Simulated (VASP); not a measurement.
Method: PBEsol GGA, VASP's PBE PAW potentials (set 64) (plane waves; VASP).

Input for VASP

**INCAR**
```
ALGO=Normal
EDIFF=1E-6
EDIFFG=-0.01
ENCUT=480
GGA=PS
IBRION=2
ISIF=3
ISMEAR=0
LASPH=T
LCHARG=F
LMAXMIX=4
LREAL=F
LWAVE=F
NELM=100
NSW=60
PREC=Accurate
SIGMA=0.05
SYSTEM=GaSb
```

File POSCAR:
```
GaSb
1
    0.0000000000     3.0500000000     3.0500000000
    3.0500000000     0.0000000000     3.0500000000
    3.0500000000     3.0500000000     0.0000000000
Ga Sb
1 1
Direct
  0.0000000000   0.0000000000   0.0000000000
  0.7500000000   0.7500000000   0.7500000000
```

KPOINTS:
```
Automatic mesh
0
Gamma
7 7 7
0 0 0
```

POTCAR, in this order: Ga_d Sb (PBE.64 set). Program: vasp_std.

What VASP printed:

OSZICAR:
```
       N       E                     dE             d eps       ncg     rms          rms(c)
DAV:   1     0.709812809467E+02    0.70981E+02   -0.86383E+03   528   0.162E+03
DAV:   2    -0.314070243661E+01   -0.74122E+02   -0.72113E+02   570   0.292E+02
DAV:   3    -0.815752056063E+01   -0.50168E+01   -0.49906E+01   660   0.681E+01
DAV:   4    -0.824048459582E+01   -0.82964E-01   -0.82949E-01   599   0.100E+01
DAV:   5    -0.824258261602E+01   -0.20980E-02   -0.20980E-02   638   0.134E+00    0.318E+00
DAV:   6    -0.816623225388E+01    0.76350E-01   -0.99856E-02   665   0.614E+00    0.187E+00
DAV:   7    -0.813894213856E+01    0.27290E-01   -0.53225E-02   628   0.233E+00    0.372E-01
DAV:   8    -0.813896920050E+01   -0.27062E-04   -0.54150E-03   684   0.108E+00    0.979E-02
DAV:   9    -0.813925002262E+01   -0.28082E-03   -0.48350E-04   588   0.202E-01    0.338E-02
DAV:  10    -0.813925230065E+01   -0.22780E-05   -0.24963E-05   646   0.471E-02    0.804E-03
DAV:  11    -0.813926262101E+01   -0.10320E-04   -0.12156E-05   565   0.265E-02    0.394E-03
DAV:  12    -0.813926292281E+01   -0.30179E-06   -0.57355E-07   410   0.799E-03
   1 F= -.81392629E+01 E0= -.81391606E+01  d E =-.813926E+01
       N       E                     dE             d eps       ncg     rms          rms(c)
DAV:   1    -0.815229925958E+01   -0.13037E-01   -0.17471E-01   680   0.774E+00    0.636E-01
DAV:   2    -0.814245073001E+01    0.98485E-02   -0.19251E-02   650   0.280E+00    0.293E-01
DAV:   3    -0.814000712085E+01    0.24436E-02   -0.31111E-03   685   0.987E-01    0.648E-02
DAV:   4    -0.813974553259E+01    0.26159E-03   -0.31154E-04   626   0.275E-01    0.212E-02
DAV:   5    -0.813972422783E+01    0.21305E-04   -0.19132E-05   648   0.578E-02    0.642E-03
DAV:   6    -0.813972319237E+01    0.10355E-05   -0.33380E-06   445   0.345E-02    0.275E-03
DAV:   7    -0.813972326271E+01   -0.70344E-07   -0.40089E-07   265   0.102E-02
   2 F= -.81397233E+01 E0= -.81395934E+01  d E =-.460340E-03
       N       E                     dE             d eps       ncg     rms          rms(c)
DAV:   1    -0.814001409988E+01   -0.29091E-03   -0.37754E-03   675   0.112E+00    0.945E-02
DAV:   2    -0.813979801184E+01    0.21609E-03   -0.43340E-04   645   0.428E-01    0.432E-02
DAV:   3    -0.813974574196E+01    0.52270E-04   -0.64366E-05   685   0.141E-01    0.993E-03
DAV:   4    -0.813974032850E+01    0.54135E-05   -0.65107E-06   550   0.387E-02    0.318E-03
DAV:   5    -0.813973997501E+01    0.35349E-06   -0.35946E-07   260   0.863E-03
   3 F= -.81397400E+01 E0= -.81396090E+01  d E =-.477052E-03
```

File OUTCAR:
```
------------------------ aborting loop because EDIFF is reached ----------------------------------------
  FORCE on cell =-STRESS in cart. coord.  units (eV):
  Direction    XX          YY          ZZ          XY          YZ          ZX
  --------------------------------------------------------------------------------------
  Total        0.0132078      0.0132078      0.0132078      0.0000000      0.0000000     -0.0000000
  in kB        0.3700697      0.3700697      0.3700697      0.0000000      0.0000000     -0.0000000
  external PRESSURE =       0.3700697 kB  Pullay stress =       0.0000000 kB
  volume of cell :       57.18
      direct lattice vectors                 reciprocal lattice vectors
     0.000000000  3.057800426  3.057800426    -0.163516231  0.163516231  0.163516231
     3.057800426  0.000000000  3.057800426     0.163516231 -0.163516231  0.163516231
     3.057800426  3.057800426  0.000000000     0.163516231  0.163516231 -0.163516231
  FREE ENERGIE OF THE ION-ELECTRON SYSTEM (eV)
  ---------------------------------------------------
  free  energy   TOTEN  =        -8.1397399750 eV

  energy  without entropy=       -8.1394779939  energy(sigma->0) =       -8.13960898

 reached required accuracy - stopping structural energy minimisation
```
(Selected blocks of OUTCAR.)

File CONTCAR:
```
GaSb
   1.00000000000000
     0.0000000000000000    3.0578004257518856    3.0578004257518856
     3.0578004257518856    0.0000000000000000    3.0578004257518856
     3.0578004257518856    3.0578004257518856    0.0000000000000000
  Ga              Sb
     1     1
Direct
     0.0000000000000000    0.0000000000000000    0.0000000000000000
     0.7500000000000000    0.7500000000000000    0.7500000000000000
```

The compound is GaSb in the zinc blende structure. This run relaxes it. Symmetry was kept, so distortions that lower it aren't found.
